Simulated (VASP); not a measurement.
Li2RuN2, 5 atoms in the cell. It takes space group P-3m1 (No. 164, trigonal). Conventional cell: a = 3.164 Å, b = 3.164 Å, c = 5.211 Å, α = 90.00°, β = 90.00°, γ = 120.00°. Around Li (site symmetry 3m) lie 4 N at 1.98 to 2.22 Å. Around Ru (site symmetry -3m) lie 6 N at 2.14 Å. Around N (site symmetry 3m) lie 4 Li at 1.98 to 2.22 Å and 3 Ru at 2.14 Å. The cell comes from a database or a generator and needn't be the stable form of this composition.

| Item | Value |
| --- | --- |
| Program | VASP 6.6.1 |
| Task | single point |
| Functional | PBE |
| Potentials or basis | VASP PAW PBE potentials, release 64 (Li_sv, Ru_pv, N) |
| Cutoff | 520 eV |
| k mesh | 2 × 1 × 5 |
| Occupations | gaussian, width 0.1 eV |
| Spin | collinear spin, typed start |
| Starting moments | [0.0, 0.0, 0.18, 0.0, 0.0] μB |
| Dipole correction | no |
| Further INCAR settings | ALGO = Fast; EDIFF = 1e-06; NBANDS = 27; ISYM = 0 |

Potentials or basis: VASP PAW PBE potentials, release 64 (Li_sv, Ru_pv, N).

The run is started by

```bash
$ cat potpaw_PBE.64/Li_sv/POTCAR potpaw_PBE.64/Ru_pv/POTCAR potpaw_PBE.64/N/POTCAR > POTCAR
$ mpirun -np 1 vasp_std > vasp.out
```

Hardware: 1 thread of Intel(R) Xeon(R) Platinum 8488C (Sapphire Rapids) (shared host).

Question: How long does it take, and how much memory?

Answer: It took 22 s on 1 thread of Intel(R) Xeon(R) Platinum 8488C (Sapphire Rapids), on a shared host, peak memory 0.17 GiB. Counts: scf iterations 20, k points 6.
